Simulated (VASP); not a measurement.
# LaPb3: convergence with the plane-wave cutoff and precision settings, part 2 of 3

Aim: find what the plane-wave cutoff and precision settings change for LaPb3, and what they cost. The series runs use LDA. The start is a cell from a database of measured crystal structures.

VASP 6.6.1; LDA; plane waves and PAW (La, Pb_d).

Still holding for the runs below: This run has no spin polarisation. Its electron count is odd, so without a moment it is a metal by construction. The k-mesh is coarse for a metal.

So far. Step 6 (Plane-wave cutoff: ENCUT = 270): Against the run before the energy moves by +0.52 meV an atom and the pressure by +0.53 GPa, after 13 cycles in 3.6 s.

The database entry behind the starting cell is an old determination (1935), so it need not match the best structure at ambient conditions.

## Step 7: Plane-wave cutoff: ENCUT = 310

INCAR

```
SYSTEM = LaPb3
PREC = Accurate
ENCUT = 310
EDIFF = 1E-06
NELM = 100
ISMEAR = -1
SIGMA = 0.05
LREAL = .FALSE.
ALGO = Normal
GGA = CA
NBANDS = 32
LASPH = .TRUE.
LORBIT = 11
LWAVE = .FALSE.
LCHARG = .FALSE.
KPAR = 4
ISIF = 2
```

POSCAR

```
LaPb3
1.0
    4.8930000000      0.0000000000      0.0000000000
    0.0000000000      4.8930000000      0.0000000000
    0.0000000000      0.0000000000      4.8930000000
La Pb
1 3
Direct
    0.0000000000      0.0000000000      0.0000000000
    0.0000000000      0.5000000000      0.5000000000
    0.5000000000      0.0000000000      0.5000000000
    0.5000000000      0.5000000000      0.0000000000
```

KPOINTS

```
Automatic mesh
0
Gamma
5 5 5
0 0 0
```

PAW data sets: La and Pb_d (PBE family, release 64).

Command:

```
mpirun -np 4 vasp_std
```

The log of the run:

```text
[... set-up lines as in an earlier step ...]
 entering main loop
       N       E                     dE             d eps       ncg     rms          rms(c)
DAV:   1     0.557927137540E+03    0.55793E+03   -0.16960E+04   648   0.158E+03
DAV:   2     0.715759772993E+02   -0.48635E+03   -0.47877E+03   640   0.426E+02
DAV:   3    -0.146321208504E+02   -0.86208E+02   -0.85610E+02   824   0.215E+02
DAV:   4    -0.205333877269E+02   -0.59013E+01   -0.55769E+01  1008   0.609E+01
[...]
DAV:  11    -0.205321895067E+02    0.12001E-04   -0.26727E-04  1168   0.136E-01    0.943E-03
DAV:  12    -0.205321887736E+02    0.73316E-06   -0.29767E-05   936   0.604E-02    0.334E-03
DAV:  13    -0.205321889587E+02   -0.18512E-06   -0.31255E-06   704   0.171E-02
   1 F= -.20532189E+02 E0= -.20527027E+02  d E =-.103240E-01
```

It took 3.8 s on 4 MPI ranks of Intel Xeon 6975P-C (Granite Rapids), shared host; peak memory 0.58 GiB; 13 s of CPU time.

Parts of OUTCAR (step 7):

```text
  Total       -1.8209752     -1.8209752     -1.8209752     -0.0000000     -0.0000000     -0.0000000
  in kB      -24.9051388    -24.9051388    -24.9051388     -0.0000000     -0.0000000     -0.0000000
  external PRESSURE =     -24.9051388 kB  Pullay stress =       0.0000000 kB

  FREE ENERGIE OF THE ION-ELECTRON SYSTEM (eV)
  ---------------------------------------------------
  free  energy   TOTEN  =       -20.5321889587 eV

  energy  without entropy=      -20.5218649339  energy(sigma->0) =      -20.52702695

[... 2 parts as in an earlier step ...]

[... 2 further parts left out ...]
[key lines of the parts left out:]
E-fermi :   7.8942
```

Against the run before the energy moves by +1.45 meV an atom and the pressure by -0.42 GPa, after 13 cycles in 3.8 s.

## Step 8: Plane-wave cutoff: ENCUT = 380

INCAR: that of step 7 with these lines changed.

```diff
@@ -2,3 +2,3 @@
 PREC = Accurate
-ENCUT = 310
+ENCUT = 380
 EDIFF = 1E-06
```

POSCAR is that of step 7.

KPOINTS is that of step 7.

Command:

```
mpirun -np 4 vasp_std
```

The log of the run:

```text
[... set-up lines as in an earlier step ...]
 entering main loop
       N       E                     dE             d eps       ncg     rms          rms(c)
DAV:   1     0.595255179255E+03    0.59526E+03   -0.19187E+04   648   0.184E+03
DAV:   2     0.817917268428E+02   -0.51346E+03   -0.50099E+03   648   0.439E+02
DAV:   3    -0.138728076527E+02   -0.95665E+02   -0.94382E+02   856   0.236E+02
DAV:   4    -0.205016788154E+02   -0.66289E+01   -0.64167E+01  1032   0.712E+01
[...]
DAV:  11    -0.205199555834E+02    0.13839E-04   -0.22337E-04  1152   0.125E-01    0.821E-03
DAV:  12    -0.205199554290E+02    0.15446E-06   -0.31944E-05   880   0.698E-02    0.214E-03
DAV:  13    -0.205199556837E+02   -0.25470E-06   -0.26556E-06   680   0.225E-02
   1 F= -.20519956E+02 E0= -.20514789E+02  d E =-.103328E-01
```

Wall time 4.4 s (4 MPI ranks); peak memory 0.65 GiB; 15 s of CPU time.

OUTCAR, selected parts (step 8):

```text
  Total       -1.5148301     -1.5148301     -1.5148301      0.0000000      0.0000000     -0.0000000
  in kB      -20.7180499    -20.7180499    -20.7180499      0.0000000      0.0000000     -0.0000000
  external PRESSURE =     -20.7180499 kB  Pullay stress =       0.0000000 kB

  FREE ENERGIE OF THE ION-ELECTRON SYSTEM (eV)
  ---------------------------------------------------
  free  energy   TOTEN  =       -20.5199556837 eV

  energy  without entropy=      -20.5096228641  energy(sigma->0) =      -20.51478927

[... 2 parts as in an earlier step ...]

[... 2 further parts left out ...]
[key lines of the parts left out:]
E-fermi :   7.8938
```

Against the run before the energy moves by +3.06 meV an atom and the pressure by +0.42 GPa, after 13 cycles in 4.4 s.

## Step 9: Plane-wave cutoff: ENCUT = 480

INCAR: that of step 8 with these lines changed.

```diff
@@ -2,3 +2,3 @@
 PREC = Accurate
-ENCUT = 380
+ENCUT = 480
 EDIFF = 1E-06
```

POSCAR is that of step 8.

KPOINTS is that of step 8.

Command:

```
mpirun -np 4 vasp_std
```

The log of the run:

```text
[... set-up lines as in an earlier step ...]
 entering main loop
       N       E                     dE             d eps       ncg     rms          rms(c)
DAV:   1     0.622188842982E+03    0.62219E+03   -0.22128E+04   640   0.216E+03
DAV:   2     0.833838400919E+02   -0.53881E+03   -0.52746E+03   640   0.459E+02
DAV:   3    -0.138218787289E+02   -0.97206E+02   -0.96304E+02   832   0.241E+02
DAV:   4    -0.205984492653E+02   -0.67766E+01   -0.66000E+01  1064   0.697E+01
[...]
DAV:  11    -0.205188925330E+02    0.13846E-04   -0.24781E-04  1160   0.134E-01    0.927E-03
DAV:  12    -0.205188918469E+02    0.68610E-06   -0.31834E-05   936   0.664E-02    0.335E-03
DAV:  13    -0.205188920742E+02   -0.22726E-06   -0.32326E-06   712   0.206E-02
   1 F= -.20518892E+02 E0= -.20513726E+02  d E =-.103328E-01
```

Elapsed: 6.4 s, on 4 MPI ranks; peak memory 0.76 GiB; 23 s of CPU time.

From OUTCAR (step 9):

```text
  Total       -1.4421531     -1.4421531     -1.4421531     -0.0000000     -0.0000000      0.0000000
  in kB      -19.7240596    -19.7240596    -19.7240596     -0.0000000     -0.0000000      0.0000000
  external PRESSURE =     -19.7240596 kB  Pullay stress =       0.0000000 kB

  FREE ENERGIE OF THE ION-ELECTRON SYSTEM (eV)
  ---------------------------------------------------
  free  energy   TOTEN  =       -20.5188920742 eV

  energy  without entropy=      -20.5085593134  energy(sigma->0) =      -20.51372569

[... 2 parts as in an earlier step ...]

[... 2 further parts left out ...]
[key lines of the parts left out:]
E-fermi :   7.8937
```

Against the run before the energy moves by +0.27 meV an atom and the pressure by +0.10 GPa, after 13 cycles in 6.4 s.

## Step 10: The plane-wave cutoff series as a table

This step: convergence of LDA results with the cutoff; plane waves and PAW (VASP 6.6.1).

This step runs nothing: it gathers the runs above.

Differences are taken from the run with ENCUT = 480. Results of the series, by row:

| setting | status | energy less the reference (meV/atom) | pressure (GPa) | SCF cycles | wall time (s) |
| --- | --- | --- | --- | --- | --- |
| ENCUT = 140 | converged | 7944 | -404 | 12 | 2 |
| ENCUT = 180 | converged | 437.2 | -57.21 | 13 | 2.4 |
| ENCUT = 210 | converged | 23.04 | -11.56 | 13 | 2.4 |
| ENCUT = 240 | converged | -5.303 | -2.604 | 13 | 3.6 |
| ENCUT = 270 | converged | -4.778 | -2.069 | 13 | 3.6 |
| ENCUT = 310 | converged | -3.325 | -2.491 | 13 | 3.8 |
| ENCUT = 380 | converged | -0.2659 | -2.072 | 13 | 4.4 |
| ENCUT = 480 | converged | 0 | -1.972 | 13 | 6.4 |

## Step 11: Precision settings: PREC = Low

This step: LDA; plane waves and PAW (La, Pb_d) (VASP 6.6.1).

PREC sets the FFT grids, and LREAL, ADDGRID and LASPH trade speed for accuracy.

INCAR: that of step 9 with these lines changed.

```diff
@@ -1,4 +1,4 @@
 SYSTEM = LaPb3
-PREC = Accurate
-ENCUT = 480
+PREC = Low
+ENCUT = 400
 EDIFF = 1E-06
```

POSCAR is that of step 9.

KPOINTS is that of step 9.

Command:

```
mpirun -np 4 vasp_std
```

The log of the run:

```text
[... set-up lines as in an earlier step ...]
 entering main loop
       N       E                     dE             d eps       ncg     rms          rms(c)
DAV:   1     0.599509806507E+03    0.59951E+03   -0.19907E+04   648   0.191E+03
DAV:   2     0.797695933902E+02   -0.51974E+03   -0.51091E+03   640   0.443E+02
DAV:   3    -0.140820260821E+02   -0.93852E+02   -0.92708E+02   824   0.234E+02
DAV:   4    -0.205938010741E+02   -0.65118E+01   -0.62857E+01  1032   0.665E+01
DAV:   5    -0.209653809216E+02   -0.37158E+00   -0.37136E+00  1232   0.116E+01    0.342E+00
DAV:   6    -0.205726228733E+02    0.39276E+00   -0.23254E+00   968   0.151E+01    0.178E+00
DAV:   7    -0.205364257008E+02    0.36197E-01   -0.17271E-01  1024   0.419E+00    0.927E-01
DAV:   8    -0.205238787824E+02    0.12547E-01   -0.50011E-02  1056   0.161E+00    0.169E-01
DAV:   9    -0.205228809522E+02    0.99783E-03   -0.90895E-03  1144   0.114E+00    0.767E-02
DAV:  10    -0.205227844953E+02    0.96457E-04   -0.75141E-04   968   0.344E-01    0.164E-02
DAV:  11    -0.205227744628E+02    0.10032E-04   -0.24339E-04  1144   0.128E-01    0.956E-03
DAV:  12    -0.205227734973E+02    0.96550E-06   -0.30339E-05   896   0.661E-02    0.336E-03
DAV:  13    -0.205227737948E+02   -0.29751E-06   -0.42250E-06   712   0.204E-02
   1 F= -.20522774E+02 E0= -.20517607E+02  d E =-.103331E-01
```

Run time: 3 s. Hardware: 4 MPI ranks; peak memory 0.5 GiB; 10 s of CPU time.

OUTCAR, selected parts (step 11):

```text
   ENCUT  =  400.0 eV  29.40 Ry    5.42 a.u.   7.98  7.98  7.98*2*pi/ulx,y,z

   NELECT =      53.0000    total number of electrons

 E-fermi :   7.8938

 k-point     1 :       0.0000    0.0000    0.0000
  band No.  band energies     occupation
    ...
     21       1.2261      2.00000
     22       1.2261      2.00000
     23       5.7370      2.00000
     24       5.7370      2.00000
     25       5.7370      2.00000
     26       8.8761      0.00000
     27       8.8761      0.00000
     28       8.8761      0.00000
     29       9.6783      0.00000
     30       9.7083      0.00000
    ...

  Total       -1.4038356     -1.4038356     -1.4038356     -0.0000000     -0.0000000      0.0000000
  in kB      -19.1999977    -19.1999977    -19.1999977     -0.0000000     -0.0000000      0.0000000
  external PRESSURE =     -19.1999977 kB  Pullay stress =       0.0000000 kB

  FREE ENERGIE OF THE ION-ELECTRON SYSTEM (eV)
  ---------------------------------------------------
  free  energy   TOTEN  =       -20.5227737948 eV

  energy  without entropy=      -20.5124406708  energy(sigma->0) =      -20.51760723

[... 6 parts as in an earlier step ...]

[... 11 further parts left out ...]
```

Numbers from this step:

| Item | Value |
| --- | --- |
| energy at zero smearing | -20.52 eV |
| pressure | -1.920 GPa |

The series starts at -5.1294 eV an atom and -1.92 GPa, after 13 cycles in 3 s.

## Step 12: Precision settings: PREC = Medium

INCAR: that of step 11 with these lines changed.

```diff
@@ -1,3 +1,3 @@
 SYSTEM = LaPb3
-PREC = Low
+PREC = Medium
 ENCUT = 400
```

POSCAR is that of step 11.

KPOINTS is that of step 11.

Command:

```
mpirun -np 4 vasp_std
```

The log of the run:

```text
[... set-up lines as in an earlier step ...]
 entering main loop
       N       E                     dE             d eps       ncg     rms          rms(c)
DAV:   1     0.599511332515E+03    0.59951E+03   -0.19907E+04   648   0.191E+03
DAV:   2     0.797713401020E+02   -0.51974E+03   -0.51091E+03   640   0.443E+02
DAV:   3    -0.140792472144E+02   -0.93851E+02   -0.92707E+02   824   0.234E+02
DAV:   4    -0.205912552335E+02   -0.65120E+01   -0.62861E+01  1032   0.665E+01
[...]
DAV:  11    -0.205201601460E+02    0.99216E-05   -0.24419E-04  1144   0.128E-01    0.965E-03
DAV:  12    -0.205201591637E+02    0.98234E-06   -0.30443E-05   904   0.661E-02    0.341E-03
DAV:  13    -0.205201594541E+02   -0.29039E-06   -0.43054E-06   712   0.205E-02
   1 F= -.20520159E+02 E0= -.20514993E+02  d E =-.103329E-01
```

It took 3.2 s on 4 MPI ranks; peak memory 0.56 GiB.

Parts of OUTCAR (step 12):

```text
  Total       -1.4342099     -1.4342099     -1.4342099     -0.0000000     -0.0000000      0.0000000
  in kB      -19.6154223    -19.6154223    -19.6154223     -0.0000000     -0.0000000      0.0000000
  external PRESSURE =     -19.6154223 kB  Pullay stress =       0.0000000 kB

  FREE ENERGIE OF THE ION-ELECTRON SYSTEM (eV)
  ---------------------------------------------------
  free  energy   TOTEN  =       -20.5201594541 eV

  energy  without entropy=      -20.5098265821  energy(sigma->0) =      -20.51499302

[... 3 parts as in an earlier step ...]

[... 1 further part left out ...]
[key lines of the parts left out:]
E-fermi :   7.8938
```

Against the first of the series the energy moves by +0.65 meV an atom and the pressure by -0.04 GPa, after 13 cycles in 3.2 s.

## Step 13: Precision settings: PREC = Normal

INCAR: that of step 12 with these lines changed.

```diff
@@ -1,3 +1,3 @@
 SYSTEM = LaPb3
-PREC = Medium
+PREC = Normal
 ENCUT = 400
```

POSCAR is that of step 12.

KPOINTS is that of step 12.

Command:

```
mpirun -np 4 vasp_std
```

The log of the run:

```text
[... set-up lines as in an earlier step ...]
 entering main loop
       N       E                     dE             d eps       ncg     rms          rms(c)
DAV:   1     0.599512099671E+03    0.59951E+03   -0.19907E+04   648   0.191E+03
DAV:   2     0.797718337701E+02   -0.51974E+03   -0.51091E+03   640   0.443E+02
DAV:   3    -0.140788933747E+02   -0.93851E+02   -0.92707E+02   824   0.234E+02
DAV:   4    -0.205909328582E+02   -0.65120E+01   -0.62862E+01  1032   0.665E+01
[...]
DAV:  11    -0.205198248018E+02    0.99220E-05   -0.24411E-04  1144   0.128E-01    0.965E-03
DAV:  12    -0.205198238201E+02    0.98177E-06   -0.30429E-05   904   0.661E-02    0.341E-03
DAV:  13    -0.205198241107E+02   -0.29063E-06   -0.43061E-06   712   0.205E-02
   1 F= -.20519824E+02 E0= -.20514658E+02  d E =-.103326E-01
```

Wall time 3.4 s (4 MPI ranks); peak memory 0.54 GiB; 11 s of CPU time.

Parts of OUTCAR (step 13):

```text
  Total       -1.4382633     -1.4382633     -1.4382633      0.0000000     -0.0000000      0.0000000
  in kB      -19.6708597    -19.6708597    -19.6708597      0.0000000     -0.0000000      0.0000000
  external PRESSURE =     -19.6708597 kB  Pullay stress =       0.0000000 kB

  FREE ENERGIE OF THE ION-ELECTRON SYSTEM (eV)
  ---------------------------------------------------
  free  energy   TOTEN  =       -20.5198241107 eV

  energy  without entropy=      -20.5094914693  energy(sigma->0) =      -20.51465779

[... 3 parts as in an earlier step ...]

[... 1 further part left out ...]
[key lines of the parts left out:]
E-fermi :   7.8938
```

Against the first of the series the energy moves by +0.74 meV an atom and the pressure by -0.05 GPa, after 13 cycles in 3.4 s.

## Step 14: Precision settings: PREC = Single

INCAR: that of step 13 with these lines changed.

```diff
@@ -1,3 +1,3 @@
 SYSTEM = LaPb3
-PREC = Normal
+PREC = Single
 ENCUT = 400
```

POSCAR is that of step 13.

KPOINTS is that of step 13.

Command:

```
mpirun -np 4 vasp_std
```

The log of the run:

```text
[... set-up lines as in an earlier step ...]
 entering main loop
       N       E                     dE             d eps       ncg     rms          rms(c)
DAV:   1     0.599513541930E+03    0.59951E+03   -0.19906E+04   648   0.191E+03
DAV:   2     0.797706043908E+02   -0.51974E+03   -0.51092E+03   640   0.443E+02
DAV:   3    -0.140795268253E+02   -0.93850E+02   -0.92707E+02   824   0.234E+02
DAV:   4    -0.205913548779E+02   -0.65118E+01   -0.62860E+01  1032   0.665E+01
[...]
DAV:  11    -0.205202743330E+02    0.10024E-04   -0.24352E-04  1144   0.128E-01    0.962E-03
DAV:  12    -0.205202733666E+02    0.96633E-06   -0.30388E-05   904   0.660E-02    0.339E-03
DAV:  13    -0.205202736577E+02   -0.29109E-06   -0.42244E-06   712   0.204E-02
   1 F= -.20520274E+02 E0= -.20515108E+02  d E =-.103323E-01
```

It took 4.2 s on 4 MPI ranks; peak memory 0.55 GiB.

From OUTCAR (step 14):

```text
  Total       -1.4159785     -1.4159785     -1.4159785     -0.0000000      0.0000000      0.0000000
  in kB      -19.3660736    -19.3660736    -19.3660736     -0.0000000      0.0000000      0.0000000
  external PRESSURE =     -19.3660736 kB  Pullay stress =       0.0000000 kB

  FREE ENERGIE OF THE ION-ELECTRON SYSTEM (eV)
  ---------------------------------------------------
  free  energy   TOTEN  =       -20.5202736577 eV

  energy  without entropy=      -20.5099413902  energy(sigma->0) =      -20.51510752

[... 3 parts as in an earlier step ...]

[... 1 further part left out ...]
[key lines of the parts left out:]
E-fermi :   7.8938
```

Against the first of the series the energy moves by +0.62 meV an atom and the pressure by -0.02 GPa, after 13 cycles in 4.2 s.

## Step 15: Precision settings: PREC = Accurate

INCAR: that of step 14 with these lines changed.

```diff
@@ -1,3 +1,3 @@
 SYSTEM = LaPb3
-PREC = Single
+PREC = Accurate
 ENCUT = 400
```

POSCAR is that of step 14.

KPOINTS is that of step 14.

Command:

```
mpirun -np 4 vasp_std
```

The log of the run:

```text
[... set-up lines as in an earlier step ...]
 entering main loop
       N       E                     dE             d eps       ncg     rms          rms(c)
DAV:   1     0.599514678296E+03    0.59951E+03   -0.19906E+04   648   0.191E+03
DAV:   2     0.797714445780E+02   -0.51974E+03   -0.51092E+03   640   0.443E+02
DAV:   3    -0.140790019235E+02   -0.93850E+02   -0.92707E+02   824   0.234E+02
DAV:   4    -0.205908282268E+02   -0.65118E+01   -0.62860E+01  1032   0.665E+01
[...]
DAV:  11    -0.205197270476E+02    0.99269E-05   -0.24409E-04  1144   0.128E-01    0.965E-03
DAV:  12    -0.205197260678E+02    0.97977E-06   -0.30425E-05   904   0.661E-02    0.341E-03
DAV:  13    -0.205197263587E+02   -0.29088E-06   -0.43070E-06   712   0.205E-02
   1 F= -.20519726E+02 E0= -.20514560E+02  d E =-.103326E-01
```

It took 4.8 s on 4 MPI ranks; peak memory 0.64 GiB; 17 s of CPU time.

OUTCAR, selected parts (step 15):

```text
  Total       -1.4384830     -1.4384830     -1.4384830     -0.0000000      0.0000000     -0.0000000
  in kB      -19.6738648    -19.6738648    -19.6738648     -0.0000000      0.0000000     -0.0000000
  external PRESSURE =     -19.6738648 kB  Pullay stress =       0.0000000 kB

  FREE ENERGIE OF THE ION-ELECTRON SYSTEM (eV)
  ---------------------------------------------------
  free  energy   TOTEN  =       -20.5197263587 eV

  energy  without entropy=      -20.5093937715  energy(sigma->0) =      -20.51456007

[... 3 parts as in an earlier step ...]

[... 1 further part left out ...]
[key lines of the parts left out:]
E-fermi :   7.8938
```

Against the first of the series the energy moves by +0.76 meV an atom and the pressure by -0.05 GPa, after 13 cycles in 4.8 s.

## Step 16: Precision settings: LREAL = Auto

INCAR: that of step 15 with these lines changed.

```diff
@@ -7,3 +7,3 @@
 SIGMA = 0.05
-LREAL = .FALSE.
+LREAL = Auto
 ALGO = Normal
```

POSCAR is that of step 15.

KPOINTS is that of step 15.

Command:

```
mpirun -np 4 vasp_std
```

The log of the run:

```text
[banner, memory and clock lines left out]
running    4 mpi-ranks, on    1 nodes
[...]
|                                                                             |
|               ----> ADVICE to this user running VASP <----                  |
|                                                                             |
|     You have a (more or less) 'small supercell' and for smaller cells       |
|     it is recommended to use the reciprocal-space projection scheme!        |
|     The real-space optimization is not efficient for small cells and it     |
|     is also less accurate ...                                               |
|     Therefore, set LREAL=.FALSE. in the INCAR file.                         |
|                                                                             |

 [... a notice as in an earlier step ...]

 LDA part: xc-table for (Slater(with rela. corr.)+CA(PZ))
 , standard interpolation
 POSCAR, INCAR and KPOINTS ok, starting setup
[...]
entering main loop
       N       E                     dE             d eps       ncg     rms          rms(c)
DAV:   1     0.599512217149E+03    0.59951E+03   -0.19906E+04   648   0.191E+03
DAV:   2     0.797752080715E+02   -0.51974E+03   -0.51091E+03   640   0.443E+02
DAV:   3    -0.140765149702E+02   -0.93852E+02   -0.92710E+02   824   0.234E+02
DAV:   4    -0.205885572930E+02   -0.65120E+01   -0.62864E+01  1032   0.665E+01
[...]
DAV:  11    -0.205173104619E+02    0.99360E-05   -0.24438E-04  1144   0.128E-01    0.965E-03
DAV:  12    -0.205173094842E+02    0.97763E-06   -0.30431E-05   904   0.661E-02    0.341E-03
DAV:  13    -0.205173097727E+02   -0.28850E-06   -0.43127E-06   712   0.205E-02
   1 F= -.20517310E+02 E0= -.20512144E+02  d E =-.103309E-01
```

The job ended after 6.4 s (4 MPI ranks; peak memory 0.62 GiB; 24 s of CPU time).

Parts of OUTCAR (step 16):

```text
  Total       -1.4315686     -1.4315686     -1.4315686      0.0000000     -0.0000000     -0.0000000
  in kB      -19.5792976    -19.5792976    -19.5792976      0.0000000     -0.0000000     -0.0000000
  external PRESSURE =     -19.5792976 kB  Pullay stress =       0.0000000 kB

  FREE ENERGIE OF THE ION-ELECTRON SYSTEM (eV)
  ---------------------------------------------------
  free  energy   TOTEN  =       -20.5173097727 eV

  energy  without entropy=      -20.5069788609  energy(sigma->0) =      -20.51214432

[... 3 parts as in an earlier step ...]

[... 1 further part left out ...]
[key lines of the parts left out:]
E-fermi :   7.8940
```

Against PREC = Accurate, on which this run builds, the energy moves by +0.60 meV an atom and the pressure by +0.01 GPa, after 13 cycles in 6.4 s.

(Continued in part 3 of 3.)

[Lines on the potential files, build, host, timing and source positions are cut from VASP's logs without a mark.]

[Logs are printed without paths, hosts, clocks, repeated set-up lines and the standing remarks that a program may print on its own settings, such as how far it seeks lower states.]

[Hosts, paths, dates, database ids (printed as entryN), source tags and the programs' standing remarks are cut or masked in the printed files.]

[A measured line is paired with the nearest computed mode of its activity, which favours agreement.]

[In band tables of VASP the shares of atoms and orbitals are scaled to a sum of 1 inside the atoms' spheres.]
